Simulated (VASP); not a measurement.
Given:

```xyz
4
Lattice="4.2215 0.0000 0.0000 -2.1107 3.6559 0.0000 0.0000 0.0000 6.8167" Properties=species:S:1:pos:R:3 pbc="T T T"
Mg     2.1107     1.2186     3.3968
Mg     0.0000     2.4373     6.8052
Se     2.1107     1.2186     5.9762
Se     0.0000     2.4373     2.5678
```

Method: LDA (Ceperley-Alder, Perdew-Zunger), VASP's LDA PAW potentials (set 64) (plane waves; VASP 6.6.1). Numerical set-up: 300 eV cut-off, 5×5×3 Γ-centred mesh, Gaussian smearing of 0.010 eV, potentials Mg Se.

Give the energies of bands 3 to 11 at the high-symmetry points, in eV from the valence-band maximum.

```tsv
band	Γ	M	K	A	L	H
3	-3.31	-3.10	-2.47	-2.06	-3.19	-2.90
4	-0.50	-2.57	-2.44	-2.06	-3.19	-2.90
5	-0.50	-1.95	-2.44	-0.29	-0.87	-2.01
6	-0.06	-1.23	-1.40	-0.29	-0.87	-2.01
7	-0.06	-0.98	-1.40	-0.29	-0.86	-0.57
8	0.00	-0.44	-1.38	-0.29	-0.86	-0.57
9	2.41	4.00	4.20	3.97	3.87	4.86
10	3.72	4.50	6.65	3.97	3.87	4.86
11	6.66	4.98	6.70	6.81	5.44	5.82
```

The gap is direct, 2.41 eV, from the valence maximum at Γ to the conduction minimum at Γ.

The structure comes from a computed database's MgSe entry (P6_3mc); how it stands against other phases isn't given here. The cell was not relaxed at this level.
